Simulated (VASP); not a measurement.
```yaml
crystal:
  lattice:
    - [4.15171, 0.00000, 0.00000]
    - [-2.07586, 3.59549, 0.00000]
    - [0.00000, 0.00000, 3.72920]
  atoms:
    - { symbol: Tb, position: [0.00000, 0.00000, 0.00000] }
    - { symbol: Cu, position: [0.33333, 0.66667, 0.50000] }
    - { symbol: Ge, position: [0.66667, 0.33333, 0.50000] }
```

These are PBEsol GGA, VASP's PBE PAW potentials (set 64) (plane waves; VASP) values and carry that method's errors. Run with 400 eV cut-off, Gaussian smearing of 0.050 eV, potentials Tb_3 Cu Ge_d.

The 4f electrons are frozen in the core of the lanthanide potential, so 4f levels, which can set the real gap, and their magnetism are missing.

Q: Give the energies of bands 10 to 20 at the high-symmetry points, in eV from the Fermi level.

A: 
| band | Γ | M | K | A | L | H |
|---|---|---|---|---|---|---|
| 10 | -4.07 | -5.53 | -4.53 | -4.64 | -4.19 | -4.95 |
| 11 | -4.07 | -3.57 | -4.27 | -4.19 | -4.05 | -3.74 |
| 12 | -3.73 | -3.55 | -3.61 | -4.19 | -3.49 | -3.48 |
| 13 | -3.25 | -3.43 | -3.48 | -3.45 | -3.31 | -3.41 |
| 14 | -3.25 | -3.34 | -3.37 | -3.45 | -3.22 | -3.13 |
| 15 | -0.68 | -3.33 | -3.20 | -2.87 | -2.73 | -2.83 |
| 16 | -0.68 | -0.79 | -2.98 | 1.10 | -2.22 | -1.86 |
| 17 | 0.11 | -0.19 | 0.85 | 1.10 | -1.65 | -1.67 |
| 18 | 1.03 | 0.19 | 1.75 | 1.89 | -0.52 | -0.22 |
| 19 | 1.91 | 3.63 | 2.34 | 1.89 | 3.62 | 3.55 |
| 20 | 3.81 | 3.77 | 2.52 | 2.12 | 4.29 | 4.28 |

It has no gap at this level: it comes out as a metal or semimetal.

The structure comes from a computed database's TbCuGe entry (P-6m2); how it stands against other phases isn't given here. It was relaxed first.
